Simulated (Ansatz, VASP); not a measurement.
# YCN2Cl: VASP beside Ansatz, part 2 of 2

Wanted: the spread between two codes on one cell, functional and k mesh. The cell is invented: As first built, before any earlier steps moved the atoms: Cl for F, Y for La in the LaCN2F structure of space group Cmcm. It may not be a known or stable phase. The structure shown is the end of the Ansatz relaxation below.

VASP 6.6.1 and Ansatz 0.2.0.

So far: Set-up; Ansatz: relaxation, PBE; VASP: single point, PBE.

**4. Comparison**

Known differences besides the PAW data sets themselves: the cutoff is 420 eV in Ansatz and 520 eV in VASP; Ansatz's pressure holds a Pulay correction, VASP's none. Total energies have different zeros and are not compared.

The two programs side by side:

| quantity | Ansatz | VASP | difference |
| --- | --- | --- | --- |
| pressure (GPa) | 0.00 | 0.04 | -0.04 |
| gap on the k mesh (eV) | 3.005 | 3.007 | -0.003 |

Forces (eV/Å; atoms numbered as in POSCAR):

| atom | Ansatz x, y, z | VASP x, y, z |
| --- | --- | --- |
| Y1 | 0.000, -0.001, 0.000 | 0.000, -0.009, 0.000 |
| Y2 | 0.000, 0.001, 0.000 | 0.000, 0.009, 0.000 |
| C3 | 0.000, 0.000, 0.000 | 0.000, 0.000, 0.000 |
| C4 | 0.000, 0.000, 0.000 | 0.000, 0.000, 0.000 |
| N5 | 0.000, 0.001, 0.001 | 0.000, -0.052, 0.094 |
| N6 | 0.000, -0.001, 0.001 | 0.000, 0.052, 0.094 |
| N7 | 0.000, 0.001, -0.001 | 0.000, -0.052, -0.094 |
| N8 | 0.000, -0.001, -0.001 | 0.000, 0.052, -0.094 |
| Cl9 | 0.000, 0.002, 0.000 | 0.000, 0.000, 0.000 |
| Cl10 | 0.000, -0.002, 0.000 | 0.000, 0.000, 0.000 |

The forces differ by 39 meV/Å r.m.s., which is 100.0 % of the r.m.s. force of 0.04 eV/Å (both taken over all components).

**5. Further runs**

The difference is large enough to ask for its cause, so further runs change the set-up of one program at a time, as the table lists.

| run | r.m.s. force difference (meV/Å) |
| --- | --- |
| as above | 39 |
| VASP with the data sets Y_sv_GW, C_GW, N_GW and Cl_GW and a cutoff of 680 eV | 13 |
| VASP with the data sets Y_sv, C_h, N_h and Cl_h and a cutoff of 1210 eV | 8.8 |

**6. Ansatz: single point, PBEsol**

A single point gives forces, pressure and levels at one fixed geometry, so differences don't come from the geometry; what else differs is listed under the comparison.

The cell is taken from a series of runs on this material, whose earlier steps may have relaxed or scaled it; both programs get it as it stands.

The input, input.yaml:

```yaml
crystal:
  lattice:
    - [1.7467660772, -5.1728334721, 0.0]
    - [1.7467660772, 5.1728334721, 0.0]
    - [0.0, 0.0, 10.1724300273]
  atoms:
    - { symbol: "Y", position: [0.1132532466, 0.8867467534, 0.25] }
    - { symbol: "Y", position: [0.8867467534, 0.1132532466, 0.75] }
    - { symbol: C, position: [0.5, 0.5, 0.5] }
    - { symbol: C, position: [0.5, 0.5, 0.0] }
    - { symbol: "N", position: [0.5625749497, 0.4374250503, 0.1025884601] }
    - { symbol: "N", position: [0.4374250503, 0.5625749497, 0.6025884601] }
    - { symbol: "N", position: [0.5625749497, 0.4374250503, 0.3974115399] }
    - { symbol: "N", position: [0.4374250503, 0.5625749497, 0.8974115399] }
    - { symbol: Cl, position: [0.1767953729, 0.8232046271, 0.75] }
    - { symbol: Cl, position: [0.8232046271, 0.1767953729, 0.25] }
kpoints:
  mp_grid: { grid: [6, 6, 4] }
  band_path: { path: [VBM, CBM], npoints: 30 }
scf:
  occupations: { method: fixed }
hamiltonian:
  xc: pbesol
output:
  eigenvalues: true
```

Command:

```bash
ansatz run input.yaml --threads 2 --pin off --max-ram 4096MiB --backend cpu --events-out ev --progress --plain --runs-dir out
```

Numbers of over 12 decimals in the logs are rounded to 6 here.

Output:

```text
[...]
Crystal: 10 atoms, lattice volume = 183.831 Å³
Basis set: ecut = 420 eV, 3553 PW (Γ)
Bands: 42, of which v1, the nominal top of the filled ones, is band 32 counted from 1 (31 counted from 0)
Symmetry: 8 space group operations
[...]
k-points: 39 of 144
[...]
--- Band table (eV; the first three rows and the last of 39) ---
  k-point 0: bands = [... 28 lower, 2.5554, 3.5013, 3.5026, 3.7874, 7.3924, 7.4462, 8.0476, 8.0899, ... 6 higher]
  k-point 1: bands = [... 28 lower, 2.7946, 3.5134, 3.5142, 3.6031, 7.3716, 7.4117, 8.1637, 8.3149, ... 6 higher]
  k-point 2: bands = [... 28 lower, 3.1940, 3.1940, 3.5254, 3.5254, 7.3652, 7.3652, 8.3402, 8.3402, ... 6 higher]
  k-point 38: bands = [... 28 lower, 3.0896, 3.0896, 3.7755, 3.7755, 7.1871, 7.1871, 8.6608, 8.6608, ... 6 higher]
[key lines of the parts left out:]
SCF converged after 8 iterations
Free energy (F): -11730.955979 eV
Fermi energy:    4.198787 eV
```

**7. VASP: single point, PBEsol**

The same cell, functional and mesh now go to VASP, with its own data sets and cutoff.

The input, INCAR:

```
SYSTEM = YCN2Cl
PREC = Accurate
ENCUT = 520
EDIFF = 1E-06
NELM = 100
ISMEAR = 0
SIGMA = 0.01
LREAL = .FALSE.
ALGO = Normal
GGA = PS
NBANDS = 42
LASPH = .TRUE.
LORBIT = 11
LWAVE = .FALSE.
LCHARG = .FALSE.
KPAR = 4
ISIF = 2
```

The input, POSCAR:

```
YCN2Cl
1.0
    1.7467660772     -5.1728334721      0.0000000000
    1.7467660772      5.1728334721      0.0000000000
    0.0000000000      0.0000000000     10.1724300273
Y C N Cl
2 2 4 2
Direct
    0.1132532466      0.8867467534      0.2500000000
    0.8867467534      0.1132532466      0.7500000000
    0.5000000000      0.5000000000      0.5000000000
    0.5000000000      0.5000000000      0.0000000000
    0.5625749497      0.4374250503      0.1025884601
    0.4374250503      0.5625749497      0.6025884601
    0.5625749497      0.4374250503      0.3974115399
    0.4374250503      0.5625749497      0.8974115399
    0.1767953729      0.8232046271      0.7500000000
    0.8232046271      0.1767953729      0.2500000000
```

The input, KPOINTS:

```
Automatic mesh
0
Gamma
6 6 4
0 0 0
```

PAW data sets: Y_sv, C, N and Cl (PBE family, release 64).

Command:

```bash
mpirun -np 4 vasp_std
```

Output:

```text
[banner, memory and clock lines left out]
running    4 mpi-ranks, on    1 nodes
[...]
|                                                                             |
|               ----> ADVICE to this user running VASP <----                  |
|                                                                             |
|     You enforced a specific xc type in the INCAR file but a different       |
|     [... a line on the potential file left out ...]
|     I HOPE YOU KNOW WHAT YOU ARE DOING!                                     |
|                                                                             |

 LDA part: xc-table for (Slater+PW92), standard interpolation
 POSCAR, INCAR and KPOINTS ok, starting setup
[...]
entering main loop
       N       E                     dE             d eps       ncg     rms          rms(c)
DAV:   1     0.436833507821E+03    0.43683E+03   -0.31292E+04  3284   0.141E+03
DAV:   2    -0.508807432277E+02   -0.48771E+03   -0.46813E+03  4194   0.341E+02
DAV:   3    -0.914288200250E+02   -0.40548E+02   -0.40215E+02  4672   0.919E+01
DAV:   4    -0.934951622424E+02   -0.20663E+01   -0.20612E+01  5192   0.177E+01
[...]
DAV:  15    -0.832093723038E+02   -0.20086E-04   -0.18651E-05  3436   0.177E-02    0.447E-03
DAV:  16    -0.832093757932E+02   -0.34893E-05   -0.53127E-06  3564   0.856E-03    0.508E-03
DAV:  17    -0.832093758481E+02   -0.54973E-07   -0.82273E-07  2746   0.462E-03
   1 F= -.83209376E+02 E0= -.83209376E+02  d E =-.131980E-41
```

From OUTCAR (step 7):

```text
  Total       -3.5108176     -2.6431329     -2.1654029      0.0000000      0.0000000      0.0000000
  in kB      -30.5985532    -23.0362419    -18.8725832      0.0000000      0.0000000      0.0000000
  external PRESSURE =     -24.1691261 kB  Pullay stress =       0.0000000 kB

 POSITION                                       TOTAL-FORCE (eV/Angst)
 -----------------------------------------------------------------------------------
      1.74677      4.00115      2.54311         0.000000      0.028710      0.000000
      1.74677     -4.00115      7.62932         0.000000     -0.028710      0.000000
      1.74677      0.00000      5.08622         0.000000     -0.000000      0.000000
      1.74677      0.00000      0.00000         0.000000     -0.000000      0.000000
      1.74677     -0.64738      1.04357         0.000000     -0.056017      0.234197
      1.74677      0.64738      6.12979         0.000000      0.056017      0.234197
      1.74677     -0.64738      4.04264         0.000000     -0.056017     -0.234197
      1.74677      0.64738      9.12886         0.000000      0.056017     -0.234197
      1.74677      3.34377      7.62932         0.000000     -0.061338      0.000000
      1.74677     -3.34377      2.54311         0.000000      0.061338      0.000000
 -----------------------------------------------------------------------------------
    total drift:                               -0.000000      0.000000      0.000000

  FREE ENERGIE OF THE ION-ELECTRON SYSTEM (eV)
  ---------------------------------------------------
  free  energy   TOTEN  =       -83.2093758481 eV

  energy  without entropy=      -83.2093758481  energy(sigma->0) =      -83.20937585

[... 2 parts as in an earlier step ...]

[... 1 further part left out ...]
[key lines of the parts left out:]
E-fermi :   1.0282
```

The PAW data sets were made with PBE, which is usual practice but a small mismatch for other functionals.

**8. Comparison**

What differs besides the data sets and the points named for the pairs above, as far as they apply: fixed occupations in Ansatz, narrow Gaussian smearing in VASP; Ansatz makes its cores anew for this functional, VASP keeps those of its PBE data sets. Total energies have different zeros and are not compared.

Compared:

| quantity | Ansatz | VASP | difference |
| --- | --- | --- | --- |
| gap on the k mesh (eV) | 2.927 | 2.931 | -0.004 |

**9. What came out**

| Quantity | Value |
| --- | --- |
| r.m.s. force difference (single point, PBE) | 39 meV/Å |
| difference in gap on the k mesh (single point, PBEsol) | -0.0036 eV |

**Reading.** The r.m.s. force difference is 39 meV/Å (single point, PBE), beyond the 12 meV/Å picked in this series as the mark of a large difference. For single point, PBE: with VASP with the data sets Y_sv, C_h, N_h and Cl_h and a cutoff of 1210 eV the r.m.s. force difference shrinks in size, from 39 to 8.8 meV/Å. How closely two codes agree says nothing of how well the functional describes the real material.

[Lines on the potential files, build, host, timing and source positions are cut from VASP's logs without a mark.]

[Logs are printed without paths, hosts, clocks, repeated set-up lines and the standing remarks that a program may print on its own settings, such as how far it seeks lower states.]

[Hosts, paths, dates, database ids (printed as entryN), source tags and the programs' standing remarks are cut or masked in the printed files.]
